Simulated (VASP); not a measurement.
Sr3Sc: equation of state with PBE

Crystal: Sr3Sc.

```
CELL_PARAMETERS angstrom
-2.78132 2.78132 5.78673
2.78132 -2.78132 5.78673
2.78132 2.78132 -5.78673
ATOMIC_POSITIONS crystal
Sr 0.50000 0.50000 0.00000
Sr 0.25000 0.75000 0.50000
Sr 0.75000 0.25000 0.50000
Sc 0.00000 0.00000 0.00000
```

The cell comes from a database or a generator and needn't be the stable form of this composition.

* Program: VASP 6.6.1
* Task: equation of state
* Functional: PBE
* Potentials or basis: VASP PAW PBE potentials, release 64 (Sr_sv, Sc_sv)
* Cutoff: 520 eV
* k mesh: 7 × 7 × 7
* Occupations: fermi-dirac, width 0.05 eV
* Spin: no spin polarisation

```json
{"Equilibrium volume": "44.77 Å³/atom", "Bulk modulus at fixed shape and positions": "15.7 GPa", "Pressure derivative of the bulk modulus": "3.1"}
```

Energy against volume, from the lowest point:
| volume (Å³/atom) | energy (meV/atom) |
| --- | --- |
| 42.079 | 8.61 |
| 42.974 | 3.73 |
| 43.869 | 0.91 |
| 44.765 | 0.00 |
| 45.660 | 0.84 |
| 46.555 | 3.29 |
| 47.450 | 7.23 |

All runs of the series together: 44 min on 1 thread of Intel(R) Xeon(R) Platinum 8559C (Emerald Rapids), with other jobs on the host.

Caveat: the cell was scaled at fixed shape and fractional positions, which overstates the stiffness of a crystal with free parameters, most of all of layers and chains.
